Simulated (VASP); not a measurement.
Computed with PBE GGA, VASP's PBE PAW potentials (set 64) (plane waves; VASP 6.6.1).

VASP ran on this input.

**POSCAR**
```
Ni
1
    0.0000000000     1.7952000000     1.7952000000
    1.7952000000     0.0000000000     1.7952000000
    1.7952000000     1.7952000000     0.0000000000
Ni
1
Direct
  0.0000000000   0.0000000000   0.0000000000
```

**INCAR**
```
! general
SYSTEM   =  Ni
PREC     =  Accurate
ENCUT    =  400
LREAL    =  F
LASPH    =  T

! electronic loop
EDIFF    =  1E-6
NELM     =  100
ALGO     =  Normal
LMAXMIX  =  4

! smearing
ISMEAR   =  1
SIGMA    =  0.1

! functional
GGA      =  PE

! spin
ISPIN    =  2
MAGMOM   =  0.8

! ions
ISIF     =  2

! output
LWAVE    =  F
LCHARG   =  F
LORBIT   =  10
```

KPOINTS:
```
Automatic mesh
0
gamma
 16 16 16
0 0 0
```

POTCAR, in this order: Ni (PBE.64 set). Program: vasp_std.

The run wrote:

**OSZICAR**
```
       N       E                     dE             d eps       ncg     rms          rms(c)
DAV:   1     0.187254475672E+02    0.18725E+02   -0.41184E+03  5396   0.116E+03
DAV:   2    -0.613894710869E+01   -0.24864E+02   -0.23691E+02  5296   0.148E+02
DAV:   3    -0.646482811933E+01   -0.32588E+00   -0.32550E+00  6263   0.224E+01
DAV:   4    -0.646760245785E+01   -0.27743E-02   -0.27740E-02  5836   0.181E+00
DAV:   5    -0.646767938525E+01   -0.76927E-04   -0.76924E-04  6194   0.259E-01    0.949E+00
DAV:   6    -0.586601194322E+01    0.60167E+00   -0.18509E+01  5460   0.689E+01    0.673E+00
DAV:   7    -0.546297713432E+01    0.40303E+00   -0.34796E+00  5498   0.276E+01    0.171E+00
DAV:   8    -0.545026786116E+01    0.12709E-01   -0.14306E-02  7447   0.135E+00    0.919E-01
DAV:   9    -0.544766785416E+01    0.26000E-02   -0.19890E-03  7546   0.446E-01    0.249E-01
DAV:  10    -0.544700492345E+01    0.66293E-03   -0.11316E-03  7557   0.322E-01    0.428E-02
DAV:  11    -0.544700997637E+01   -0.50529E-05   -0.25379E-05  6628   0.680E-02    0.228E-02
DAV:  12    -0.544701001477E+01   -0.38397E-07   -0.11567E-06  3186   0.145E-02
   1 F= -.54470100E+01 E0= -.54471785E+01  d E =0.505423E-03  mag=     0.6107
```

**OUTCAR**
```
------------------------ aborting loop because EDIFF is reached ----------------------------------------
  FORCE on cell =-STRESS in cart. coord.  units (eV):
  Direction    XX          YY          ZZ          XY          YZ          ZX
  --------------------------------------------------------------------------------------
  Total       -0.8097107     -0.8097107     -0.8097107      0.0000000      0.0000000     -0.0000000
  in kB     -112.1171283   -112.1171283   -112.1171283      0.0000000      0.0000000     -0.0000000
  external PRESSURE =    -112.1171283 kB  Pullay stress =       0.0000000 kB
  volume of cell :       11.57
      direct lattice vectors                 reciprocal lattice vectors
     0.000000000  1.795200000  1.795200000    -0.278520499  0.278520499  0.278520499
     1.795200000  0.000000000  1.795200000     0.278520499 -0.278520499  0.278520499
     1.795200000  1.795200000  0.000000000     0.278520499  0.278520499 -0.278520499
 POSITION                                       TOTAL-FORCE (eV/Angst)
 -----------------------------------------------------------------------------------
      0.00000      0.00000      0.00000         0.000000     -0.000000     -0.000000
 -----------------------------------------------------------------------------------
    total drift:                                0.000000     -0.000000      0.000000
  FREE ENERGIE OF THE ION-ELECTRON SYSTEM (eV)
  ---------------------------------------------------
  free  energy   TOTEN  =        -5.4470100148 eV

  energy  without entropy=       -5.4475154380  energy(sigma->0) =       -5.44717849

 total charge

# of ion       s       p       d       tot
------------------------------------------
    1        0.472   0.445   8.288   9.205

 magnetization (x)

# of ion       s       p       d       tot
------------------------------------------
    1       -0.007  -0.025   0.660   0.629
```
(Selected blocks of OUTCAR.)

The compound is Ni in the fcc structure. The cell was not relaxed at this level.
